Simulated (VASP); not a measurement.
# ZrCl4 in VASP: settings compared

The runs below take ZrCl4 through relaxation of the atoms, single point, with PBE+D3(BJ), PBE, RPBE.

Everything below comes from runs of VASP 6.6.1. Logs are shortened: lines on timing, memory, paths and dates and some standing lists are left out, and cuts for length are marked.

## (1) The molecule as given

The cell holds a molecule in a box, 5 atoms: a = 13.767 Å, b = 14.267 Å, c = 14.767 Å, α = 90.00°, β = 90.00°, γ = 90.00°.

## (2) Relaxation of the atoms, PBE+D3(BJ)

Input file INCAR:

```
  ALGO = Normal
  EDIFF = 1E-6
  EDIFFG = -0.03
  ENCUT = 400
  GGA = PE
  IBRION = 2
  ISIF = 2
  ISMEAR = 0
  ISYM = 0
  IVDW = 12
  LASPH = T
  LCHARG = F
  LREAL = F
  LWAVE = F
  NELM = 60
  NSW = 120
  PREC = Accurate
  SIGMA = 0.01
```

Input file KPOINTS:

```
k-points
0
Gamma
  1 1 1
```

Input file POSCAR:

```
ZrCl4
1.0
   13.7674073818      0.0000000000      0.0000000000
    0.0000000000     14.2674073818      0.0000000000
    0.0000000000      0.0000000000     14.7674073818
Zr Cl
1 4
Selective dynamics
Direct
    0.5000023445      0.5035077608      0.5000043042  F F F
    0.3941447771      0.3983411371      0.4435971268  T T T
    0.5889777139      0.4358549913      0.6099649717  T T T
    0.5989718488      0.5536061863      0.3887069474  T T T
    0.4179033157      0.6262123792      0.5577266500  T T T
```

Potentials or basis: VASP PAW PBE potentials, release 64 (Zr_sv, Cl).

On the command line:

```bash
> cat potpaw_PBE.64/Zr_sv/POTCAR potpaw_PBE.64/Cl/POTCAR > POTCAR
> mpirun -np 1 vasp_gam > vasp.out
```

OUTCAR:

```text
EDIFF = 1E-6
   EDIFFG = -0.03
   ENCUT = 400
   GGA = PE
   IBRION = 2
   ISIF = 2
   ISMEAR = 0
   ISYM = 0
   IVDW = 12
   LASPH = T
   LREAL = F
   NELM = 60
   NSW = 120
   PREC = Accurate
 IVDW          = 12

 ion  position               nearest neighbor table
   1  0.500  0.504  0.500-   4 2.25   5 2.25   3 2.25   2 2.25
   2  0.394  0.398  0.444-   1 2.25
   3  0.589  0.436  0.610-   1 2.25
   4  0.599  0.554  0.389-   1 2.25
   5  0.418  0.626  0.558-   1 2.25

IMPORTANT INFORMATION: All symmetrisations will be switched off!
NOSYMM: (Re-)initialisation of all symmetry stuff for point group C_1.

----------------------------------------------------------------------------------------

                                     Primitive cell

  volume of cell :    2900.6911

  direct lattice vectors                    reciprocal lattice vectors
    13.767407382  0.000000000  0.000000000     0.072635317  0.000000000  0.000000000
     0.000000000 14.267407382  0.000000000     0.000000000  0.070089819  0.000000000
     0.000000000  0.000000000 14.767407382     0.000000000  0.000000000  0.067716694

  length of vectors
    13.767407382 14.267407382 14.767407382     0.072635317  0.070089819  0.067716694

  position of ions in fractional coordinates (direct lattice)
     0.500002344  0.503507761  0.500004304
     0.394144777  0.398341137  0.443597127
     0.588977714  0.435854991  0.609964972
     0.598971849  0.553606186  0.388706947
     0.417903316  0.626212379  0.557726650

  ion indices of the primitive-cell ions
   primitive index   ion index
                 1           1
                 2           2
                 3           3
                 4           4
                 5           5

----------------------------------------------------------------------------------------

 KPOINTS: k-points

Automatic generation of k-mesh.
 Grid dimensions read from file:
 generate k-points for:    1    1    1

 Generating k-lattice:

  Cartesian coordinates                     Fractional coordinates (reciprocal lattice)
     0.072635317  0.000000000  0.000000000     1.000000000  0.000000000  0.000000000
     0.000000000  0.070089819  0.000000000     0.000000000  1.000000000  0.000000000
     0.000000000  0.000000000  0.067716694     0.000000000  0.000000000  1.000000000

  Length of vectors
     0.072635317  0.070089819  0.067716694

  Shift w.r.t. Gamma in fractional coordinates (k-lattice)
     0.000000000  0.000000000  0.000000000

 Subroutine IBZKPT returns following result:
 ===========================================

 Found      1 irreducible k-points:

 Following reciprocal coordinates:
            Coordinates               Weight
  0.000000  0.000000  0.000000      1.000000
   k-points           NKPTS =      1   k-points in BZ     NKDIM =      1   number of bands    NBANDS=     24
   number of dos      NEDOS =    301   number of ions     NIONS =      5
   total plane-waves  NPLWV = 829440
   dimension x,y,z NGX =    90 NGY =   96 NGZ =   96
   dimension x,y,z NGXF=   180 NGYF=  192 NGZF=  192
   ions per type =               1   4
   NGX,Y,Z   is equivalent  to a cutoff of  10.87, 11.19, 10.81 a.u.
   NGXF,Y,Z  is equivalent  to a cutoff of  21.74, 22.37, 21.61 a.u.
 SYSTEM =  unknown system
   PREC   = accura    normal or accurate (medium, high low for compatibility)
   ISTART =      0    job   : 0-new  1-cont  2-samecut
   ICHARG =      2    charge: 1-file 2-atom 10-const
   ISPIN  =      1    spin polarized calculation?
   LNONCOLLINEAR =      F non collinear calculations
   LSORBIT =      F    spin-orbit coupling
   LASPH  =      T    aspherical Exc in radial PAW
   ENCUT  =  400.0 eV  29.40 Ry    5.42 a.u.  22.45 23.27 24.08*2*pi/ulx,y,z
   NELM   =     60;   NELMIN=  2; NELMDL= -5     # of ELM steps
   EDIFF  = 0.1E-05   stopping-criterion for ELM
   LREAL  =      F    real-space projection
   EDIFFG = -.3E-01   stopping-criterion for IOM
   NSW    =    120    number of steps for IOM
   IBRION =      2    ionic relax: 0-MD 1-quasi-New 2-CG
   NFREE  =      1    steps in history (QN), initial steepest desc. (CG)
   ISIF   =      2    stress and relaxation
   ISYM   =      0    0-nonsym 1-usesym 2-fastsym
   POTIM  = 0.5000    time-step for ionic-motion
   TEBEG  =    0.0;   TEEND  =   0.0 temperature during run
   PSTRESS=    0.0 pullay stress
   NELECT =      40.0000    total number of electrons
   NUPDOWN=      -1.0000    fix difference up-down
   EMIN   =  10.00;   EMAX   =-10.00  energy-range for DOS
   EFERMI =   0.00;   METHOD = LEGACY
   ISMEAR =     0;   SIGMA  =   0.01  broadening in eV -4-tet -1-fermi 0-gaus
   EFERMI_NEDOS =   21; number of points for ismear=-14 and -15
   IALGO  =     38    algorithm
   IMIX   =      4    mixing-type and parameters
     AMIX     =   0.40;   BMIX     =  1.00
     AMIX_MAG =   1.60;   BMIX_MAG =  1.00
  volume/ion in A,a.u.               =     580.14      3914.97
  Fermi-wavevector in a.u.,A,eV,Ry     =   0.392580  0.741868  2.096912  0.154119
  Thomas-Fermi vector in A             =   1.336035
   LORBIT       =      0    0 simple, 1 ext, 2 COOP (PROOUT), +10 PAW based schemes
   GGA     = PE    functional components
   LHFCALC =     F    Hartree Fock is set to
   AEXX    =    0.0000 exact exchange contribution
   IVDW    =    12    specifies the selected vdW correction
   LEPSILON=     F    determine dielectric tensor
   LRPA    =     F    only Hartree local field effects (RPA)
 conjugate gradient relaxation of ions
 non-spin polarized calculation
 Gauss-broadening in eV      SIGMA  =   0.01
  energy-cutoff  :      400.00
  volume of cell :     2900.69
 maximum number of plane-waves:     26310
 NGX is ok and might be reduce to    90
   NGX = 45   NGY = 47   NGZ = 49

--------------------------------------- Ionic step        1  -------------------------------------------

 number of electron      39.9999984 magnetization

 Free energy of the ion-electron system (eV)
  ---------------------------------------------------
  ext. energy  EPLUGINS =         0.00000000
  ---------------------------------------------------
  free energy    TOTEN  =       -24.41577921 eV

  energy without entropy =      -24.41577921  energy(sigma->0) =      -24.41577921

------------------------ aborting loop because EDIFF is reached ----------------------------------------

 Edisp (eV)   -0.21979

 E8    (eV) :    -0.0977

  FORCE on cell =-STRESS in cart. coord.  units (eV):
  Direction    XX          YY          ZZ          XY          YZ          ZX
  --------------------------------------------------------------------------------------
  -------------------------------------------------------------------------------------
  Total       4.52556     4.52594     4.52768    -0.00051    -0.00108    -0.00142
  in kB       2.49966     2.49988     2.50084    -0.00028    -0.00060    -0.00078
  external pressure =        2.50 kB  Pullay stress =        0.00 kB

 VOLUME and BASIS-vectors are now :
 -----------------------------------------------------------------------------
  energy-cutoff  :      400.00
  volume of cell :     2900.69
      direct lattice vectors                 reciprocal lattice vectors
    13.767407382  0.000000000  0.000000000     0.072635317  0.000000000  0.000000000
     0.000000000 14.267407382  0.000000000     0.000000000  0.070089819  0.000000000
     0.000000000  0.000000000 14.767407382     0.000000000  0.000000000  0.067716694

 POSITION                                       TOTAL-FORCE (eV/Angst)
 -----------------------------------------------------------------------------------
      6.88374      7.18375      7.38377        -0.001202     -0.001133      0.000092
      5.42635      5.68330      6.55078        -0.997466     -1.026570     -0.569469
      8.10870      6.21852      9.00760         0.838714     -0.660097      1.112010
      8.24629      7.89852      5.74019         0.933217      0.489505     -1.126395
      5.75345      8.93443      8.23618        -0.773263      1.198294      0.583761
 -----------------------------------------------------------------------------------
    total drift:                                0.000099     -0.000241      0.000869
[... 34 lines left out ...]
 POSITION                                       TOTAL-FORCE (eV/Angst)
 -----------------------------------------------------------------------------------
      6.88374      7.18375      7.38377        -0.000018     -0.000581     -0.000316
      5.37823      5.63377      6.52331        -0.027472     -0.028422     -0.015938
      8.14916      6.18668      9.06125         0.023147     -0.018669      0.030967
      8.29131      7.92214      5.68585         0.026376      0.013922     -0.031393
      5.71614      8.99224      8.26434        -0.022034      0.033750      0.016679
 -----------------------------------------------------------------------------------
    total drift:                                0.000398      0.000331     -0.000764

  FREE ENERGIE OF THE ION-ELECTRON SYSTEM (eV)
  ---------------------------------------------------
  free  energy   TOTEN  =       -24.8605539527 eV

  energy  without entropy=      -24.8605539527  energy(sigma->0) =      -24.86055395

--------------------------------------- Ionic step        3  -------------------------------------------

 number of electron      40.0000005 magnetization

 Free energy of the ion-electron system (eV)
  ---------------------------------------------------
  ext. energy  EPLUGINS =         0.00000000
  ---------------------------------------------------
  free energy    TOTEN  =       -24.65095944 eV

  energy without entropy =      -24.65095944  energy(sigma->0) =      -24.65095944

 E-fermi :  -7.8690     XC(G=0):  -0.7131

 val. band max:       -7.9449284631   @ k =   0.0000   0.0000   0.0000
 cond. band min:      -3.1510664493   @ k =   0.0000   0.0000   0.0000
 fundamental gap:      4.7938620137
 Fermi energy:        -7.8690129102

 k-point     1 :       0.0000    0.0000    0.0000
  band No.  band energies     occupation
      1     -55.1375      2.00000
      2     -33.2478      2.00000
      3     -33.2478      2.00000
      4     -33.2478      2.00000
      5     -20.4078      2.00000
      6     -20.1702      2.00000
[... 16 lines left out ...]
     23      -2.2744      0.00000
     24      -2.2743      0.00000

------------------------ aborting loop because EDIFF is reached ----------------------------------------

 Edisp (eV)   -0.20980

 E8    (eV) :    -0.0932
[... 9 lines left out ...]
 VOLUME and BASIS-vectors are now :
 -----------------------------------------------------------------------------
  energy-cutoff  :      400.00
  volume of cell :     2900.69
      direct lattice vectors                 reciprocal lattice vectors
    13.767407382  0.000000000  0.000000000     0.072635317  0.000000000  0.000000000
     0.000000000 14.267407382  0.000000000     0.000000000  0.070089819  0.000000000
     0.000000000  0.000000000 14.767407382     0.000000000  0.000000000  0.067716694

 POSITION                                       TOTAL-FORCE (eV/Angst)
 -----------------------------------------------------------------------------------
      6.88374      7.18375      7.38377         0.000055     -0.000661     -0.000275
      5.37661      5.63210      6.52238         0.000889      0.000706      0.000244
      8.15052      6.18560      9.06306        -0.000739      0.000054     -0.000582
      8.29283      7.92294      5.68402        -0.000040      0.000059      0.000408
      5.71488      8.99419      8.26529        -0.000165     -0.000159      0.000205
 -----------------------------------------------------------------------------------
    total drift:                                0.000243      0.000554     -0.000912

  FREE ENERGIE OF THE ION-ELECTRON SYSTEM (eV)
  ---------------------------------------------------
  free  energy   TOTEN  =       -24.8607606902 eV

  energy  without entropy=      -24.8607606902  energy(sigma->0) =      -24.86076069

 reached required accuracy - stopping structural energy minimisation
```

Wall time 7.1 min (1 thread of Intel Xeon Platinum 8259CL at 2.50GHz (Skylake/Cascade Lake), shared host); peak memory 1.4 GiB.

What came out:

```yaml
Free_energy: -24.8608 eV
Energy_gained_by_relaxing: 45.0 meV/atom
Ionic_steps: 3
Gap_between_the_frontier_levels: 4.79 eV
Dispersion_energy_per_atom: -0.042 eV
```

The path:
```csv
step,energy change (eV),largest force (eV/Å),pressure (GPa)
1,0.0000,1.5425,0.25
2,-0.2250,0.0436,0.00
3,-0.2252,0.0012,-0.01
```

Final structure:
```
Zr Cl
1.0
    13.76741    0.00000    0.00000
     0.00000   14.26741    0.00000
     0.00000    0.00000   14.76741
Zr Cl
1 4
Direct
  0.50000 0.50351 0.50000
  0.39053 0.39475 0.44167
  0.59202 0.43355 0.61372
  0.60235 0.55532 0.38490
  0.41510 0.63040 0.55970
```

Levels at points of the mesh, in eV from the valence-band top:
```csv
k point,band 16,band 17,band 18,band 19,band 20,band 21,band 22,band 23,band 24
"(0.00, 0.00, 0.00)",-0.47,-0.47,0.00,0.00,0.00,4.79,4.79,5.67,5.67
```

## (3) Single point, PBE

Input file INCAR:

```
SYSTEM = ZrCl4
ALGO = Normal
EDIFF = 1E-6
ENCUT = 400
GGA = PE
ISIF = 2
ISMEAR = 0
ISYM = 0
LASPH = .TRUE.
LCHARG = .FALSE.
LREAL = .FALSE.
LWAVE = .FALSE.
NELM = 60
PREC = Accurate
SIGMA = 0.01
```

Input file KPOINTS:

```
k-points
0
G
  1 1 1
  0 0 0
```

Input file POSCAR:

```
ZrCl4                                   
1.0
   13.7674073818      0.0000000000      0.0000000000
    0.0000000000     14.2674073818      0.0000000000
    0.0000000000      0.0000000000     14.7674073818
  Zr              Cl            
     1     4
Selective dynamics
Direct
     0.5000023444999968    0.5035077607999980    0.5000043041999973   F   F   F
     0.3905314470680618    0.3947527035764292    0.4416739157008691   T   T   T
     0.5920159629978786    0.4335475843656540    0.6137204569694555   T   T   T
     0.6023524340309279    0.5553172806446207    0.3849028833757390   T   T   T
     0.4151021651186265    0.6304010856861756    0.5596981285562631   T   T   T
```

Potentials or basis: VASP PAW PBE potentials, release 64 (Zr_sv, Cl).

On the command line:

```bash
> cat potpaw_PBE.64/Zr_sv/POTCAR potpaw_PBE.64/Cl/POTCAR > POTCAR
> mpirun -np 1 vasp_gam > vasp.out
```

Wall time 3.4 min (1 thread of Intel Xeon Platinum 8259CL at 2.50GHz (Skylake/Cascade Lake), shared host); peak memory 1.3 GiB.

Results (log left out):

| Quantity | Value |
| --- | --- |
| Free energy | -24.6510 eV |
| Largest force | 0.032 eV/Å |
| Gap between the frontier levels | 4.79 eV |

Forces on the atoms (eV/Å):
```
Zr   0.000 -0.001  0.000
Cl  -0.020 -0.021 -0.012
Cl   0.017 -0.014  0.023
Cl   0.019  0.010 -0.023
Cl  -0.016  0.025  0.012
```

Levels at points of the mesh, in eV from the valence-band top:
| k point | band 16 | band 17 | band 18 | band 19 | band 20 | band 21 | band 22 | band 23 | band 24 |
| --- | --- | --- | --- | --- | --- | --- | --- | --- | --- |
| (0.00, 0.00, 0.00) | -0.47 | -0.47 | 0.00 | 0.00 | 0.00 | 4.79 | 4.79 | 5.67 | 5.67 |

## (4) Single point, RPBE

Edit INCAR of step 3 so:

```diff
@@ -4,3 +4,3 @@
 ENCUT = 400
-GGA = PE
+GGA = RP
 ISIF = 2
```

KPOINTS is that of step 3.

POSCAR is that of step 3.

On the command line:

```bash
> cat potpaw_PBE.64/Zr_sv/POTCAR potpaw_PBE.64/Cl/POTCAR > POTCAR
> mpirun -np 1 vasp_gam > vasp.out
```

It took 3.4 min on 1 thread of Intel Xeon Platinum 8259CL at 2.50GHz (Skylake/Cascade Lake), shared host; peak memory 1.2 GiB.

The run converged. Its results:

* Free energy: -23.9487 eV
* Largest force: 0.242 eV/Å
* Gap between the frontier levels: 4.82 eV

Forces on the atoms (eV/Å):
```
Zr   0.000 -0.001  0.000
Cl  -0.156 -0.161 -0.090
Cl   0.131 -0.104  0.174
Cl   0.147  0.077 -0.177
Cl  -0.122  0.188  0.092
```

Levels at points of the mesh, in eV from the valence-band top:
```csv
k point,band 18,band 19,band 20,band 21,band 22,band 23
"(0.00, 0.00, 0.00)",0.00,0.00,0.00,4.82,4.82,5.72
```

Caveat: the PAW data sets were made with another functional, which shifts forces and pressure a little.

## (5) The runs side by side

```tsv
task	level	cell	atoms held fixed (from 0)	gap on the mesh (eV)	largest force (eV/Å)
relaxation of the atoms	PBE+D3(BJ)	atoms relaxed	[0]	4.79	-
single point	PBE	as given	-	4.79	0.03
single point	RPBE	as given	-	4.82	0.24
```

Alike in all rows: potentials or basis VASP PAW PBE potentials, release 64 (Zr_sv, Cl); no spin polarisation; k mesh 1 × 1 × 1; cutoff (eV) 400; smearing gaussian 0.01 eV.

Caveats: the PAW data sets were made with another functional, which shifts forces and pressure a little (some runs).

Absolute energies hang on the potentials; compare differences alone.
